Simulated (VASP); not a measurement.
All values below come from optB88-vdW, VASP's PBE PAW potentials (set 64) (plane waves; VASP).

VASP ran on this input.

KPOINTS:
```
Automatic mesh
0
Gamma
12 12 9
0 0 0
```

**POSCAR**
```
FePt
1.0
  2.7200000000   0.0000000000   0.0000000000
  0.0000000000   2.7200000000   0.0000000000
  0.0000000000   0.0000000000   3.7100000000
Fe Pt
1 1
Cart
  0.0000000000   0.0000000000   0.0000000000
  1.3600000000   1.3600000000   1.8550000000
```

**INCAR**
```
SYSTEM = FePt
PREC = Accurate
ENCUT = 520
EDIFF = 1E-6
NELM = 100
ALGO = Normal
LREAL = .FALSE.
LASPH = .TRUE.
ISMEAR = 1
SIGMA = 0.1
GGA = BO
PARAM1 = 0.1833333333
PARAM2 = 0.22
LUSE_VDW = .TRUE.
AGGAC = 0.0
LMAXMIX = 6
ISPIN = 2
MAGMOM = 3.0 0.0
LORBIT = 10
LWAVE = .FALSE.
LCHARG = .FALSE.
IBRION = 2
ISIF = 3
NSW = 60
EDIFFG = -0.01
```

POTCAR, in this order: Fe Pt (PBE.64 set). Program: vasp_std.

The resulting files:

File OUTCAR:
```
 ion  position               nearest neighbor table
   1  0.000  0.000  0.000-   2 2.67   2 2.67   2 2.67   2 2.67   2 2.67   2 2.67   2 2.67   2 2.67
  LATTYP: Found a simple tetragonal cell.
 ALAT       =     2.7200000000
 C/A-ratio  =     1.3639705882
 Subroutine PRICEL returns:
 Original cell was already a primitive cell.
 Subroutine GETGRP returns: Found 16 space group operations
The static configuration has the point symmetry D_4h.
The dynamic configuration has the point symmetry D_4h.
The overall configuration has the point symmetry D_4h.
 Subroutine INISYM returns: Found 16 space group operations
 Subroutine IBZKPT returns following result:
 Found    140 irreducible k-points:

 Following reciprocal coordinates:
            Coordinates               Weight
  0.000000  0.000000  0.000000      1.000000
  0.083333  0.000000  0.000000      4.000000
  0.166667  0.000000  0.000000      4.000000
  0.250000  0.000000  0.000000      4.000000
  0.333333  0.000000  0.000000      4.000000
  0.416667  0.000000  0.000000      4.000000
  0.500000  0.000000  0.000000      2.000000
  0.083333  0.083333  0.000000      4.000000
  0.166667  0.083333  0.000000      8.000000
  0.250000  0.083333  0.000000      8.000000
  0.333333  0.083333  0.000000      8.000000
  0.416667  0.083333  0.000000      8.000000
  0.500000  0.083333  0.000000      4.000000
  0.166667  0.166667  0.000000      4.000000
  0.250000  0.166667  0.000000      8.000000
  0.333333  0.166667  0.000000      8.000000
  0.416667  0.166667  0.000000      8.000000
  0.500000  0.166667  0.000000      4.000000
  0.250000  0.250000  0.000000      4.000000
  0.333333  0.250000  0.000000      8.000000
  0.416667  0.250000  0.000000      8.000000
  0.500000  0.250000  0.000000      4.000000
  0.333333  0.333333  0.000000      4.000000
...
```

OSZICAR:
```
       N       E                     dE             d eps       ncg     rms          rms(c)
DAV:   1     0.994154533606E+02    0.99415E+02   -0.87739E+03  8624   0.133E+03
DAV:   2    -0.735914682571E+01   -0.10677E+03   -0.95848E+02  8596   0.259E+02
DAV:   3    -0.107325925773E+02   -0.33734E+01   -0.32558E+01 10465   0.554E+01
DAV:   4    -0.107672151271E+02   -0.34623E-01   -0.34609E-01  9677   0.478E+00
DAV:   5    -0.107681364376E+02   -0.92131E-03   -0.92129E-03 11020   0.886E-01    0.158E+01
DAV:   6    -0.114435989402E+02   -0.67546E+00   -0.10682E+01  9103   0.744E+01    0.201E+01
DAV:   7    -0.970339057647E+01    0.17402E+01   -0.71588E+00 10751   0.726E+01    0.857E+00
DAV:   8    -0.963837259438E+01    0.65018E-01   -0.37211E-01 10175   0.978E+00    0.420E+00
DAV:   9    -0.956358235583E+01    0.74790E-01   -0.14197E-01 12110   0.799E+00    0.159E+00
DAV:  10    -0.955895293171E+01    0.46294E-02   -0.24923E-02 12859   0.271E+00    0.653E-01
DAV:  11    -0.955831517081E+01    0.63776E-03   -0.26123E-03 12360   0.102E+00    0.233E-01
DAV:  12    -0.955830492753E+01    0.10243E-04   -0.24229E-04 10509   0.211E-01    0.769E-02
DAV:  13    -0.955831804840E+01   -0.13121E-04   -0.32198E-05 10757   0.775E-02    0.334E-02
DAV:  14    -0.955831612311E+01    0.19253E-05   -0.51437E-06  9185   0.497E-02    0.136E-02
DAV:  15    -0.955831568158E+01    0.44153E-06   -0.28858E-06  8136   0.391E-02
   1 F= -.95583157E+01 E0= -.95582662E+01  d E =-.955832E+01  mag=     3.2097
       N       E                     dE             d eps       ncg     rms          rms(c)
DAV:   1    -0.100170563963E+02   -0.45874E+00   -0.79277E+00  8442   0.385E+01    0.500E+00
DAV:   2    -0.954885932167E+01    0.46820E+00   -0.12406E+00  9590   0.137E+01    0.317E+00
DAV:   3    -0.955133871047E+01   -0.24794E-02   -0.20798E-02  9752   0.176E+00    0.171E+00
DAV:   4    -0.955018177178E+01    0.11569E-02   -0.93417E-03 11289   0.250E+00    0.782E-01
DAV:   5    -0.954955191063E+01    0.62986E-03   -0.14420E-02 10292   0.312E+00    0.764E-01
DAV:   6    -0.954771870871E+01    0.18332E-02   -0.41771E-03 11832   0.157E+00    0.943E-02
DAV:   7    -0.954773972616E+01   -0.21017E-04   -0.27468E-04 11877   0.266E-01    0.457E-02
DAV:   8    -0.954774956773E+01   -0.98416E-05   -0.18326E-05 10958   0.475E-02    0.265E-02
DAV:   9    -0.954775443160E+01   -0.48639E-05   -0.29085E-06  9517   0.248E-02    0.727E-03
DAV:  10    -0.954775487567E+01   -0.44408E-06   -0.11070E-06  5103   0.207E-02
   2 F= -.95477549E+01 E0= -.95474200E+01  d E =0.105608E-01  mag=     3.2758
       N       E                     dE             d eps       ncg     rms          rms(c)
DAV:   1    -0.974107098298E+01   -0.19332E+00   -0.29508E+00  8477   0.230E+01    0.319E+00
DAV:   2    -0.956621634898E+01    0.17485E+00   -0.45276E-01  9772   0.779E+00    0.187E+00
DAV:   3    -0.956905824105E+01   -0.28419E-02   -0.24269E-02 11109   0.372E+00    0.878E-01
DAV:   4    -0.956822200285E+01    0.83624E-03   -0.23652E-02 10588   0.411E+00    0.830E-01
DAV:   5    -0.956576541369E+01    0.24566E-02   -0.32936E-03 10960   0.149E+00    0.328E-01
DAV:   6    -0.956538249595E+01    0.38292E-03   -0.12666E-03 12100   0.509E-01    0.744E-02
DAV:   7    -0.956537712777E+01    0.53682E-05   -0.12711E-04 11679   0.211E-01    0.284E-02
DAV:   8    -0.956538337230E+01   -0.62445E-05   -0.80104E-06 10333   0.339E-02    0.210E-02
DAV:   9    -0.956538457950E+01   -0.12072E-05   -0.20066E-06  8398   0.220E-02    0.390E-03
DAV:  10    -0.956538418797E+01    0.39154E-06   -0.24825E-07  4599   0.568E-03
   3 F= -.95653842E+01 E0= -.95651775E+01  d E =-.706851E-02  mag=     3.2359
       N       E                     dE             d eps       ncg     rms          rms(c)
DAV:   1    -0.956541108198E+01   -0.26502E-04   -0.46425E-04  8561   0.290E-01    0.394E-02
DAV:   2    -0.956538460365E+01    0.26478E-04   -0.70818E-05  9877   0.984E-02    0.237E-02
DAV:   3    -0.956538440455E+01    0.19909E-06   -0.23293E-06  7042   0.359E-02
   4 F= -.95653844E+01 E0= -.95651806E+01  d E =-.706872E-02  mag=     3.2352
       N       E                     dE             d eps       ncg     rms          rms(c)
DAV:   1    -0.956631746839E+01   -0.93286E-03   -0.40125E-02  9366   0.166E+00    0.183E-01
DAV:   2    -0.956628805317E+01    0.29415E-04   -0.24710E-03 10984   0.125E+00    0.280E-01
DAV:   3    -0.956581239438E+01    0.47566E-03   -0.13788E-03 10690   0.101E+00    0.860E-02
DAV:   4    -0.956571840722E+01    0.93987E-04   -0.16242E-04 10456   0.124E-01    0.336E-02
DAV:   5    -0.956571475022E+01    0.36570E-05   -0.12406E-05 11772   0.681E-02    0.119E-02
DAV:   6    -0.956571358946E+01    0.11608E-05   -0.10287E-06  4783   0.152E-02    0.565E-03
DAV:   7    -0.956571352170E+01    0.67764E-07   -0.46629E-07  4389   0.123E-02
   5 F= -.95657135E+01 E0= -.95655602E+01  d E =-.329117E-03  mag=     3.2287
       N       E                     dE             d eps       ncg     rms          rms(c)
DAV:   1    -0.956726178849E+01   -0.15482E-02   -0.95367E-02  9373   0.254E+00    0.277E-01
DAV:   2    -0.956717238587E+01    0.89403E-04   -0.55830E-03 10993   0.187E+00    0.427E-01
DAV:   3    -0.956607249595E+01    0.10999E-02   -0.31590E-03 10648   0.153E+00    0.133E-01
DAV:   4    -0.956584727600E+01    0.22522E-03   -0.37990E-04 10455   0.191E-01    0.523E-02
DAV:   5    -0.956583878728E+01    0.84887E-05   -0.29508E-05 11799   0.105E-01    0.188E-02
DAV:   6    -0.956583627106E+01    0.25162E-05   -0.28688E-06  7927   0.229E-02    0.881E-03
DAV:   7    -0.956583612064E+01    0.15042E-06   -0.61831E-07  4627   0.136E-02
   6 F= -.95658361E+01 E0= -.95657567E+01  d E =-.451716E-03  mag=     3.2190
```

### OUTCAR
```
------------------------ aborting loop because EDIFF is reached ----------------------------------------
  FORCE on cell =-STRESS in cart. coord.  units (eV):
  Direction    XX          YY          ZZ          XY          YZ          ZX
  --------------------------------------------------------------------------------------
  Total        0.0100371      0.0100371      0.0023557      0.0000000      0.0000000      0.0000000
  in kB        0.5749396      0.5749396      0.1349363      0.0000000      0.0000000      0.0000000
  external PRESSURE =       0.4282718 kB  Pullay stress =       0.0000000 kB
  volume of cell :       27.97
      direct lattice vectors                 reciprocal lattice vectors
     2.726962701 -0.000000000  0.000000000     0.366708353 -0.000000000  0.000000000
     0.000000000  2.726962701  0.000000000    -0.000000000  0.366708353  0.000000000
    -0.000000000 -0.000000000  3.761317756    -0.000000000 -0.000000000  0.265864270
 POSITION                                       TOTAL-FORCE (eV/Angst)
 -----------------------------------------------------------------------------------
     -0.00000     -0.00000      3.76132        -0.000000     -0.000000      0.000000
      1.36348      1.36348      1.88066         0.000000      0.000000      0.000000
 -----------------------------------------------------------------------------------
    total drift:                               -0.000000      0.000000      0.000000
  FREE ENERGIE OF THE ION-ELECTRON SYSTEM (eV)
  ---------------------------------------------------
  free  energy   TOTEN  =        -9.5658361206 eV

  energy  without entropy=       -9.5655978552  energy(sigma->0) =       -9.56575670

 total charge

# of ion       s       p       d       tot
------------------------------------------
    1        0.403   0.429   6.162   6.995
    2        0.708   0.632   8.076   9.416
--------------------------------------------------
tot          1.112   1.062  14.238  16.411

 magnetization (x)

# of ion       s       p       d       tot
------------------------------------------
    1        0.003  -0.007   2.878   2.874
    2       -0.025  -0.063   0.408   0.319
--------------------------------------------------
tot         -0.022  -0.070   3.286   3.194

 reached required accuracy - stopping structural energy minimisation
```
(Selected blocks of OUTCAR.)

**CONTCAR**
```
FePt
   1.00000000000000
     2.7269627011525528   -0.0000000000000000    0.0000000000000000
     0.0000000000000000    2.7269627011525528    0.0000000000000000
    -0.0000000000000000   -0.0000000000000000    3.7613177563920637
  Fe              Pt
     1     1
Direct
     0.0000000000000000    0.0000000000000000    1.0000000000000000
     0.5000000000000000    0.5000000000000000    0.5000000000000000
```

The compound is FePt in the L1_0 structure. This run relaxes it. Symmetry was kept, so distortions that lower it aren't found.
